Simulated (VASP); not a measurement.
Method: vdW-DF-cx, VASP's PBE PAW potentials (set 64) (plane waves; VASP).

The input files of a VASP run:

KPOINTS:
```
Automatic mesh
0
Gamma
14 14 14
0 0 0
```

### POSCAR
```
TiCo
1
    2.9363219569     0.0000000000     0.0000000000
    0.0000000000     2.9363219569     0.0000000000
    0.0000000000     0.0000000000     2.9363219569
Ti Co
1 1
Direct
  0.0000000000   0.0000000000   0.0000000000
  0.5000000000   0.5000000000   0.5000000000
```

**INCAR**
```
AGGAC=0.0
ALGO=Normal
EDIFF=1E-7
ENCUT=520
GGA=CX
ISIF=2
ISMEAR=-5
LASPH=T
LCHARG=T
LMAXMIX=4
LORBIT=11
LREAL=F
LUSE_VDW=T
LWAVE=F
NEDOS=601
NELM=100
PREC=Accurate
SYSTEM=TiCo
```

POTCAR, in this order: Ti_sv Co (PBE.64 set). Program: vasp_std.

**Question.** Predict the energy per atom (σ→0), band gap (on the k-mesh).

**Answer.** 
```json
{
  "energy per atom (σ→0)": "-5.414 eV/atom",
  "band gap (on the k-mesh)": "none (metal, semimetal or under 0.01 eV)"
}
```

### OSZICAR
```
...
DAV:  10    -0.108294196191E+02    0.13855E-01   -0.76072E-02  4982   0.354E+00    0.501E-01
DAV:  11    -0.108277018397E+02    0.17178E-02   -0.66951E-03  4462   0.920E-01    0.263E-01
DAV:  12    -0.108271996348E+02    0.50220E-03   -0.20953E-03  4980   0.412E-01    0.552E-02
DAV:  13    -0.108271835210E+02    0.16114E-04   -0.86038E-05  4250   0.828E-02    0.271E-02
DAV:  14    -0.108271862767E+02   -0.27557E-05   -0.29163E-05  4990   0.513E-02    0.356E-03
DAV:  15    -0.108271860615E+02    0.21521E-06   -0.87770E-07  3768   0.116E-02    0.901E-04
DAV:  16    -0.108271861194E+02   -0.57905E-07   -0.52066E-08  2076   0.336E-03
   1 F= -.10827186E+02 E0= -.10827186E+02  d E =0.000000E+00
```

The compound is TiCo in the CsCl type structure. It was relaxed first, which changed the volume by -5 %. The run is not spin-polarised, so no magnetic state was tried. The electron count is odd and the run is not spin-polarised, which forces a metal.
